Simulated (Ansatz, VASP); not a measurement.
**Cross-check of SiO2 (SiO2 (P3_221)) between VASP and Ansatz**

Wanted: the spread between two codes on one cell, functional and k mesh. The structure shown is the end of the Ansatz relaxation below.

Method: plane waves, with VASP 6.6.1 beside it; single point at PBE, in Ansatz 0.2.0.

### 1. The starting structure

It takes space group P3_221 (No. 154, trigonal). Conventional cell: a = 5.018 Å, b = 5.018 Å, c = 5.510 Å, α = 90.00°, β = 90.00°, γ = 120.00°. Nearest to Si lie 4 O at 1.63 Å. Nearest to O lie 2 Si at 1.63 Å. Farther neighbours and most contacts between anions are not listed.

### 2. Ansatz: relaxation, PBE

Ansatz runs on its default PAW (the set named soft_2) files.

This run makes the geometry at which the two programs are then compared.

Input file input.yaml:

```yaml
crystal:
  lattice:
    - [4.9165578, 0.0, 0.0]
    - [-2.4582789, 4.257864, 0.0]
    - [0.0, 0.0, 5.4316253]
  atoms:
    - { symbol: Si, position: [0.0, 0.46879823, 0.33333333] }
    - { symbol: Si, position: [0.53120177, 0.53120177, 0.0] }
    - { symbol: Si, position: [0.46879823, 0.0, 0.66666667] }
    - { symbol: O, position: [0.14453836, 0.73143979, 0.5478196] }
    - { symbol: O, position: [0.58690143, 0.85546164, 0.88115293] }
    - { symbol: O, position: [0.26856021, 0.41309857, 0.21448627] }
    - { symbol: O, position: [0.41309857, 0.26856021, 0.78551373] }
    - { symbol: O, position: [0.85546164, 0.58690143, 0.11884707] }
    - { symbol: O, position: [0.73143979, 0.14453836, 0.4521804] }
basis:
  ecutwfc: 420
  xc_grid: 2
hamiltonian:
  xc: pbe
kpoints:
  mp_grid: { grid: [7, 7, 5] }
scf:
  occupations: { method: fixed }
  max_iter: 100
relax:
  f_tol: 0.005
  max_steps: 60
  cell: {}
output:
  forces: true
  stress: true
checkpoint:
  write: "../cell.run"
  compress: false
  write_wavefunctions: false
  write_every: 100000
```

On the command line:

```
$ ansatz run input.yaml --threads 4 --pin off --max-ram 7536MiB --backend cpu --events-out ev --progress --plain --runs-dir out
```

Numbers of over 12 decimals in the logs are rounded to 6 here.

The log of the run:

```text
Engine: ansatz 0.2.0, x86_64-unknown-linux-gnu
Pseudopotentials: kind: paw
Pseudopotential: Si, paw, valence charge 4, recommended cutoff 420 eV (normal), Si.paw.azcp
Pseudopotential: O, paw, valence charge 6, recommended cutoff 420 eV (normal), O.paw.azcp
Functional definition: PBE
  parameter kappa = 0.804
  parameter beta = 0.066725
  exchange = pbe_x(kappa = kappa, mu = beta*pi^2/3)
  correlation = pbe_c(beta = beta)
Crystal: 9 atoms, lattice volume = 113.706 Å³
Basis set: ecut = 420 eV, 2209 PW (Γ), exchange–correlation on 72×72×80 points (8 copies of the dense FFT grid, shifted against one another)
Bands: 33, of which v1, the nominal top of the filled ones, is band 24 counted from 1 (23 counted from 0)
Symmetry: 6 space group operations
Space group: P3221 (ITA 154), of the structure as read, at distance tolerance 4.8e-5 Å
k-points: 32 of 245 (time reversal used)
Non-local potential: Si, projectors of the file, l = 0: 2, l = 1: 2, l = 2: 2
Non-local potential: O, projectors of the file, l = 0: 2, l = 1: 2, l = 2: 1
PAW form: soft (Blöchl's): semilocal exchange-correlation on the pseudo side does not see the compensation charge
PAW one-centre angular grid: Si, 110 points (default); XC on 64 Gauss nodes
PAW one-centre angular grid: O, 110 points (default); XC on 64 Gauss nodes
Initial density: superposition of atomic densities (neutral atoms: chi_scale 0, normalization atom), corrected by the library's trained network
Initial wavefunctions: pseudopotential atomic-orbital guess
Functional: x = pbe(κ = 0.804, μ = 0.219515), c = pbe(β = 0.066725)
SCF iter   1: F=—  HF=-5322.150010 eV  |F-HF|=—  |Δ(HF+E_count)|=         —  Δρ=1.32e-3  dr2=1.04e-3  ethr=1.77e-3  ⟨swp⟩=5.0  Hψ=4812  notcnv=0  defer=206
preconditioner: auto → Resta (q_TF=auto, 2.363 Å⁻¹)  ε∞=3.0  [insulator: Δε(μ)=5.951 eV  Ē_g=16.968 eV  n_scr=22 (ndim 8)  ℏωp=24.1 eV  f_vac=0.112  ε∞_Penn≈3.0]
SCF iter   2: F=—  HF=-5322.151727 eV  |F-HF|=—  |Δ(HF+E_count)|=   1.72e-3  Δρ=5.82e-4  dr2=1.31e-4  ethr=2.17e-6  ⟨swp⟩=2.1  Hψ=1968  notcnv=0  defer=223
SCF iter   3: F=—  HF=-5322.152182 eV  |F-HF|=—  |Δ(HF+E_count)|=   4.55e-4  Δρ=2.37e-4  dr2=3.10e-5  ethr=2.74e-7  ⟨swp⟩=2.0  Hψ=1621  notcnv=0  defer=191
automatic band count: iteration 3 solves 32 bands in place of 33: the levels show a gap, and the empty bands left out lie too high to hold charge; the band table lists the bands solved (type scf.n_extra_bands for more)
SCF iter   4: F=—  HF=-5322.152269 eV  |F-HF|=—  |Δ(HF+E_count)|=   8.66e-5  Δρ=3.70e-5  dr2=1.39e-6  ethr=6.47e-8  ⟨swp⟩=2.1  Hψ=1785  notcnv=0  defer=189
SCF iter   5: F=—  HF=-5322.152272 eV  |F-HF|=—  |Δ(HF+E_count)|=   2.89e-6  Δρ=9.85e-6  dr2=1.32e-7  ethr=2.89e-9  ⟨swp⟩=2.2  Hψ=1588  notcnv=0  defer=190
SCF iter   6: F=-5322.152272 eV  HF=-5322.152272 eV  |F-HF|=1.02e-8  |Δ(HF+E_count)|=   3.82e-7  Δρ=2.14e-6  dr2=4.26e-9  ethr=2.08e-10  ⟨swp⟩=4.1  Hψ=3417  notcnv=0
SCF 1 converged in 6 iterations: F = -5322.152272 eV  dr2 = 4.26e-9
  greatest PAW one-centre occupation: 0.863 electrons in one spin orbital (limit 2), on the O atom at site 8 (counted from 0), in its partial waves of l = 0
relax step   1: F+E_penalty+E_count = -5322.15227191 eV  Δ(F+E_penalty+E_count) = +0.000e0 eV  max|allowed force component| = 2.443e-1 eV/Å  Δτ_max = 0.0000 Å  P = +5.558 GPa  Ω = 113.706 Å³  (6 SCF iters, dr2 threshold 1.00e-7 eV, accepted)
[...]
relax step   7: F+E_penalty+E_count = -5322.22059338 eV  Δ(F+E_penalty+E_count) = -2.533e-2 eV  max|allowed force component| = 8.580e-4 eV/Å  Δτ_max = 0.0000 Å  P = +0.381 GPa  Ω = 118.956 Å³  stress off target by 4.03e-1 GPa  SCF on the basis re-selected at this cell (its energy is not comparable with the rows above)  (6 SCF iters)
[...]
relax step   8: F+E_penalty+E_count = -5322.21849744 eV  Δ(F+E_penalty+E_count) = +2.096e-3 eV  max|allowed force component| = 4.795e-3 eV/Å  Δτ_max = 0.0191 Å  P = +0.058 GPa  Ω = 119.905 Å³  energy of the carried Pulay correction = -3.551e-3 eV  (5 SCF iters, dr2 threshold 4.06e-7 eV, accepted)
[...]
relax step   9: F+E_penalty+E_count = -5322.21759570 eV  Δ(F+E_penalty+E_count) = +9.017e-4 eV  max|allowed force component| = 4.614e-3 eV/Å  Δτ_max = 0.0064 Å  P = +0.001 GPa  Ω = 120.168 Å³  energy of the carried Pulay correction = -4.564e-3 eV  (6 SCF iters, dr2 threshold 1.02e-8 eV, accepted)
[...]
relax step  10: F+E_penalty+E_count = -5322.22223612 eV  Δ(F+E_penalty+E_count) = -4.640e-3 eV  max|allowed force component| = 4.617e-3 eV/Å  Δτ_max = 0.0000 Å  P = +0.032 GPa  Ω = 120.168 Å³  stress off target by 4.27e-2 GPa  SCF on the basis re-selected at this cell (its energy is not comparable with the rows above)  (5 SCF iters)
basis re-selected at this cell: Δ(F+E_penalty+E_count) = -4.640e-3 eV, ΔP = +0.031 GPa vs the last step (what re-selecting the basis moved, of the pressure what is left beyond the Pulay correction that the steps carried, after the strain that the cell walked since its last selection, with what the two solves' SCF thresholds leave and, on support functions, any second-order correction that the steps lacked; it is no m [...]
SCF converged after 5 iterations
Free energy (F): -5322.222236 eV
Harris-Foulkes:  -5322.222236 eV  (|F-HF|=9.09e-12)
Internal energy: -5322.222236 eV  (E = F + TS)
E sigma→0 (E₀):  -5322.222236 eV
Fermi energy:    1.993092 eV
--- Per-component energies (eV) ---
  E_band       = -228.479829
  E_kinetic    = 1204.121769
  E_local      = -3053.367799  (includes V_loc(G=0)·N_el)
  E_nonlocal   = 359.398451
  E_hartree    = 1100.273732
  E_xc         = -611.718899
  E_vxc        = -709.902065  (∫ρ·V_xc dr)
  E_paw        = -2493.279417  (= ΣΔE_a)
  E_vpaw       = -229.293423  (= ΣTr[D̂ρ^β])
  E_aug_tail   = 0.015601  (compensation charges beyond the density's cutoff)
  E_ewald      = -1827.665674
  E_smearing   = -0.000000  (= −TS)
  E_closure    = 0.000000  (closes the sum)
  Σ components = -5322.222236   (vs F -5322.222236, Δ=0.00e0)
--- Forces (eV/Å), atoms counted from 1 ---
  atom   1  Si     0.00230861    -0.00399864     0.00000000
  atom   2  Si     0.00230861     0.00399864    -0.00000000
  atom   3  Si    -0.00461723     0.00000000    -0.00000000
  atom   4  O      0.00214163     0.00155637    -0.00013187
  atom   5  O      0.00027704    -0.00263289    -0.00013187
  atom   6  O     -0.00241867     0.00107652    -0.00013187
  atom   7  O      0.00214163    -0.00155637     0.00013187
  atom   8  O     -0.00241867    -0.00107652     0.00013187
  atom   9  O      0.00027704     0.00263289     0.00013187
  max |Σ_I F_I| component: 8.69e-17 eV/Å
--- Stress (GPa, compression-positive) ---
        0.042732      -0.000000      -0.000000
        0.000000       0.042732       0.000000
       -0.000000       0.000000       0.011341
  P = ⅓ Tr σ = 0.0323 GPa (0.323 kbar)
--- Relaxed structure (8 steps of the walk, 8 accepted, 2 SCFs on fresh bases) ---
  F+E_penalty+E_count = -5322.22223612 eV   max|allowed force component| = 4.617e-3 eV/Å   (the final SCF, on the basis selected at the relaxed cell)
  cell:  # Å, volume = 120.1676 Å³
    - [5.018476, -7.543443592894806e-18, 0]
    - [-2.509238, 4.346128, 0]
    - [0, 0, 5.509513]
  atoms:
    - { symbol: Si, position: [-5.551115123125783e-17, 0.476425, 0.333333] }
    - { symbol: Si, position: [0.523575, 0.523575, 0] }
    - { symbol: Si, position: [0.476425, -4.673820742279977e-19, 0.666667] }
    - { symbol: O, position: [0.158379, 0.743973, 0.538978] }
    - { symbol: O, position: [0.585593, 0.841621, 0.872311] }
    - { symbol: O, position: [0.256027, 0.414407, 0.205645] }
    - { symbol: O, position: [0.414407, 0.256027, 0.794355] }
    - { symbol: O, position: [0.841621, 0.585593, 0.127689] }
    - { symbol: O, position: [0.743973, 0.158379, 0.461022] }
```

### 3. VASP: single point, PBE

The same cell, functional and mesh now go to VASP, with its own data sets and cutoff.

Lines of VASP's logs that name or quote its potential files are left out, and so is its time.

Input file INCAR:

```
SYSTEM = SiO2
PREC = Accurate
ENCUT = 520
EDIFF = 1E-06
NELM = 100
ISMEAR = 0
SIGMA = 0.01
LREAL = .FALSE.
ALGO = Normal
GGA = PE
NBANDS = 33
LORBIT = 11
LWAVE = .FALSE.
LCHARG = .FALSE.
KPAR = 4
ISIF = 2
```

Input file POSCAR:

```
SiO2
1.0
    5.0184757758      0.0000000000      0.0000000000
   -2.5092378879      4.3461275101      0.0000000000
    0.0000000000      0.0000000000      5.5095130318
Si O
3 6
Direct
    0.0000000000      0.4764251656      0.3333333333
    0.5235748344      0.5235748344      0.0000000000
    0.4764251656      0.0000000000      0.6666666667
    0.1583793497      0.7439725477      0.5389779468
    0.5855931980      0.8416206503      0.8723112802
    0.2560274523      0.4144068020      0.2056446135
    0.4144068020      0.2560274523      0.7943553865
    0.8416206503      0.5855931980      0.1276887198
    0.7439725477      0.1583793497      0.4610220532
```

Input file KPOINTS:

```
Automatic mesh
0
Gamma
7 7 5
0 0 0
```

PAW data sets: Si and O (PBE family, release 64).

On the command line:

```
$ mpirun -np 4 vasp_std
```

The log of the run:

```text
[banner, memory and clock lines left out]
running    4 mpi-ranks, on    1 nodes
 distrk:  each k-point on    1 cores,    4 groups
 distr:  one band on    1 cores,    1 groups

 POSCAR found type information on POSCAR SiO
 POSCAR found :  2 types and       9 ions
 LDA part: xc-table for (Slater+PW92), standard interpolation
 POSCAR, INCAR and KPOINTS ok, starting setup
 FFT: planning ... GRIDC
 FFT: planning ... GRID_SOFT
 FFT: planning ... GRID
 WAVECAR not read
 entering main loop
       N       E                     dE             d eps       ncg     rms          rms(c)
DAV:   1     0.284594586287E+03    0.28459E+03   -0.25049E+04  2112   0.134E+03
DAV:   2    -0.608425991947E+02   -0.34544E+03   -0.33402E+03  2737   0.307E+02
DAV:   3    -0.803457080645E+02   -0.19503E+02   -0.19416E+02  2680   0.776E+01
DAV:   4    -0.805697839499E+02   -0.22408E+00   -0.22386E+00  2623   0.934E+00
DAV:   5    -0.805733234056E+02   -0.35395E-02   -0.35381E-02  2656   0.115E+00    0.248E+01
DAV:   6    -0.710955502859E+02    0.94778E+01   -0.36671E+01  2461   0.322E+01    0.117E+01
DAV:   7    -0.711211512096E+02   -0.25601E-01   -0.96008E-01  2552   0.491E+00    0.431E+00
DAV:   8    -0.711227640911E+02   -0.16129E-02   -0.43338E-02  2606   0.160E+00    0.165E+00
DAV:   9    -0.711350457966E+02   -0.12282E-01   -0.25066E-02  2432   0.116E+00    0.342E-01
DAV:  10    -0.711367915400E+02   -0.17457E-02   -0.37116E-03  2574   0.323E-01    0.105E-01
DAV:  11    -0.711367114910E+02    0.80049E-04   -0.10397E-03  2648   0.188E-01    0.170E-02
DAV:  12    -0.711367200100E+02   -0.85190E-05   -0.26951E-05  2607   0.306E-02    0.167E-02
DAV:  13    -0.711367221203E+02   -0.21103E-05   -0.12473E-05  2568   0.194E-02    0.364E-03
DAV:  14    -0.711367227391E+02   -0.61880E-06   -0.49006E-07  1847   0.420E-03
   1 F= -.71136723E+02 E0= -.71136723E+02  d E =-.286646E-43
```

Parts of OUTCAR (step 3):

```text
ion  position               nearest neighbor table
   1  0.000  0.476  0.333-   6 1.63   9 1.63   4 1.63   8 1.63   2 3.12   2 3.12   3 3.12   3 3.12

  LATTYP: Found a hexagonal cell.
 ALAT       =     5.0184757758
 C/A-ratio  =     1.0978458954

 Subroutine GETGRP returns: Found  6 space group operations
 (whereof  2 operations were pure point group operations)

The static configuration has the point symmetry C_2 .
 The point group associated with its full space group is D_3 .

 Found     32 irreducible k-points:

   k-points           NKPTS =     32   k-points in BZ     NKDIM =     32   number of bands    NBANDS=     33

   dimension x,y,z NGX =    40 NGY =   40 NGZ =   42
   dimension x,y,z NGXF=    80 NGYF=   80 NGZF=   84

   ENCUT  =  520.0 eV  38.22 Ry    6.18 a.u.   9.33  9.33 10.24*2*pi/ulx,y,z

   NELECT =      48.0000    total number of electrons

 k-points in reciprocal lattice and weights: Automatic mesh
   0.00000000  0.00000000  0.00000000       0.004
   0.14285714  0.00000000  0.00000000       0.024
   0.28571429 -0.00000000  0.00000000       0.024
   0.42857143  0.00000000  0.00000000       0.024
   0.14285714  0.14285714  0.00000000       0.024
   0.28571429  0.14285714  0.00000000       0.049
   0.42857143  0.14285714  0.00000000       0.024
   0.28571429  0.28571429  0.00000000       0.024
   0.00000000  0.00000000  0.20000000       0.008
[...]
0.42857143  0.14285714  0.40000000       0.049
   0.28571429  0.28571429  0.40000000       0.049

 average (electrostatic) potential at core
       1 -87.0807       2 -87.0807       3 -87.0807       4 -72.8576       5 -72.8576
       6 -72.8576       7 -72.8576       8 -72.8576       9 -72.8576

 E-fermi :   0.7318

 k-point     1 :       0.0000    0.0000    0.0000
  band No.  band energies     occupation
    ...
     20      -0.3038      2.00000
     21      -0.3038      2.00000
     22       0.1389      2.00000
     23       0.3103      2.00000
     24       0.3103      2.00000
     25       6.3212      0.00000
     26       9.7133      0.00000
     27       9.7133      0.00000
     28       9.9834      0.00000
     29       9.9834      0.00000
    ...

 k-point     2 :       0.1429    0.0000    0.0000
  band No.  band energies     occupation
    ...
     20      -0.3563      2.00000
     21      -0.3186      2.00000
     22       0.0317      2.00000
     23       0.3698      2.00000
     24       0.3922      2.00000
     25       6.6252      0.00000
     26       9.6145      0.00000
     27       9.6838      0.00000
     28      10.0952      0.00000
     29      10.1397      0.00000
    ...

 k-point     3 :       0.2857   -0.0000    0.0000
  band No.  band energies     occupation
    ...
     20      -0.4188      2.00000
     21      -0.3249      2.00000
     22      -0.1337      2.00000
     23       0.4064      2.00000
     24       0.5300      2.00000
     25       7.3886      0.00000
     26       9.5858      0.00000
     27       9.7245      0.00000
     28      10.2678      0.00000
     29      10.4579      0.00000
    ...

  Total        0.0695216      0.0695216      0.0751212     -0.0000000     -0.0000000      0.0000000
  in kB        0.9269206      0.9269206      1.0015805     -0.0000000     -0.0000000      0.0000000
  external PRESSURE =       0.9518072 kB  Pullay stress =       0.0000000 kB

  energy-cutoff  :      520.00
  volume of cell :      120.17
      direct lattice vectors                 reciprocal lattice vectors
     5.018475776  0.000000000  0.000000000     0.199263690  0.115044945  0.000000000
    -2.509237888  4.346127510  0.000000000     0.000000000  0.230089890  0.000000000
     0.000000000  0.000000000  5.509513032     0.000000000  0.000000000  0.181504244

 POSITION                                       TOTAL-FORCE (eV/Angst)
 -----------------------------------------------------------------------------------
     -1.19546      2.07060      1.83650         0.008240     -0.014272     -0.000000
      1.31377      2.27552      0.00000         0.008240      0.014272     -0.000000
      2.39093      0.00000      3.67301        -0.016480     -0.000000     -0.000000
     -1.07198      3.23340      2.96951         0.012570     -0.003340     -0.004256
      0.82696      3.65779      4.80601        -0.009177     -0.009216     -0.004256
      0.24502      1.80106      1.13300        -0.003393      0.012556     -0.004256
      1.43726      1.11273      4.37651         0.012570      0.003340      0.004256
      2.75426      2.54506      0.70350        -0.003393     -0.012556      0.004256
      3.33620      0.68834      2.54001        -0.009177      0.009216      0.004256
 -----------------------------------------------------------------------------------
    total drift:                               -0.000001     -0.000001     -0.000000

  FREE ENERGIE OF THE ION-ELECTRON SYSTEM (eV)
  ---------------------------------------------------
  free  energy   TOTEN  =       -71.1367227391 eV

  energy  without entropy=      -71.1367227391  energy(sigma->0) =      -71.13672274

 total charge
# of ion       s       p       d       tot
------------------------------------------
    1        0.636   0.976   0.000   1.612
    2        0.636   0.976   0.000   1.612
    3        0.636   0.976   0.000   1.612
    4        1.547   3.688   0.000   5.235
    5        1.547   3.688   0.000   5.235
    6        1.547   3.688   0.000   5.235
    7        1.547   3.688   0.000   5.235
    8        1.547   3.688   0.000   5.235
    9        1.547   3.688   0.000   5.235
--------------------------------------------------
tot         11.191  25.056   0.000  36.247

[... 3 further parts left out ...]
```

The run ends at a pressure of 0.10 GPa, with forces up to 0.016 eV/Å.

### 4. Comparison

Known differences besides the PAW data sets themselves: fixed occupations in Ansatz, narrow Gaussian smearing in VASP; the cutoff is 420 eV in Ansatz and 520 eV in VASP; VASP leaves aspherical gradient terms in its spheres out (LASPH is not set), Ansatz keeps them; Ansatz's pressure holds a Pulay correction, VASP's none. Total energies have different zeros and are not compared.

Compared:

```tsv
quantity	Ansatz	VASP	difference
pressure (GPa)	0.03	0.10	-0.06
gap on the k mesh (eV)	5.691	5.685	+0.006
```

At this near-relaxed geometry the largest component of a force difference is 12 meV/Å.

### 5. What came out

```json
{
 "difference in gap on the k mesh (single point, PBE)": "0.0056 eV",
 "r.m.s. force difference (single point, PBE)": "7.0 meV/Å"
}
```

**Reading.** The r.m.s. force difference is 7.0 meV/Å (single point, PBE), within the 12 meV/Å picked in this series as the mark of a large difference. Differences of this kind measure data sets and numerical settings, not the functional's error against experiment.

[Lines on the potential files, build, host, timing and source positions are cut from VASP's logs without a mark.]

[Logs are printed without paths, hosts, clocks, repeated set-up lines and the standing remarks that a program may print on its own settings, such as how far it seeks lower states.]

[Hosts, paths, dates, database ids (printed as entryN), source tags and the programs' standing remarks are cut or masked in the printed files.]
